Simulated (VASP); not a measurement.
Level of theory: PBEsol GGA, VASP's PBE PAW potentials (set 64) (plane waves; VASP 6.6.1).

VASP ran on this input.

File KPOINTS:
```
Automatic
0
Gamma
 4 4 1
0 0 0
```

### INCAR
```
# general
SYSTEM  = BaTe(100) slab
PREC    = Normal
ENCUT   = 400   # plane-wave cut-off (eV)
LREAL   = .False.
LASPH   = .True.   # aspherical one-centre terms

# electronic loop
EDIFF   = 1E-6
NELM    = 100   # most electronic steps
NELMIN  = 4
ALGO    = Normal
LMAXMIX = 4

# smearing
ISMEAR  = 0   # Gaussian
SIGMA   = 0.05   # width (eV)

# functional
GGA     = PS

# output
LWAVE   = .False.
LCHARG  = .False.
LORBIT  = 11
LVHAR   = .True.

# other
LDIPOL  = .True.
IDIPOL  = 3
DIPOL   = 0.5 0.5 0.5
```

File POSCAR:
```
BaTe(100) slab
57.745470
  0.0853404655   0.0000000000   0.0000000000
  0.0000000000   0.0853404655   0.0000000000
  0.0000000000   0.0000000000   0.4999999999
Ba Te
4 4
Cart
  0.0000000000   0.0426702327   0.1606680578
  0.0426702327   0.0853404655   0.2193555397
  0.0000000000   0.0426702327   0.2806444602
  0.0426702327   0.0000000000   0.3393319421
  0.0853404655   0.0426702327   0.2197441447
  0.0426702327   0.0000000000   0.1592278562
  0.0000000000   0.0426702327   0.3407721437
  0.0426702327   0.0853404655   0.2802558552
```

POTCAR, in this order: Ba_sv Te (PBE.64 set). Program: vasp_std. Read from the step before: WAVECAR.

Unless said otherwise, spin-orbit coupling is left out, though it shifts the bands of the heavy elements here.

**Question.** What does the run give for the energy per atom (σ→0), band gap (on the k-mesh)?

**Answer.** 
energy per atom (σ→0): -4.485 eV/atom
band gap (on the k-mesh): 1.45 eV

### OSZICAR
```
       N       E                     dE             d eps       ncg     rms          rms(c)
DAV:   1    -0.358839063932E+02   -0.35884E+02   -0.15083E-04   504   0.395E-02    0.194E-02
DAV:   2    -0.358838960401E+02    0.10353E-04   -0.23058E-05   522   0.201E-02    0.362E-03
DAV:   3    -0.358838937353E+02    0.23049E-05   -0.81223E-06   452   0.994E-03    0.377E-03
DAV:   4    -0.358838936379E+02    0.97429E-07   -0.19783E-06   402   0.457E-03
   1 F= -.35883894E+02 E0= -.35883894E+02  d E =-.499816E-20
```

The cell is a thin slab with vacuum, built from BaTe (rock salt): (100) face.
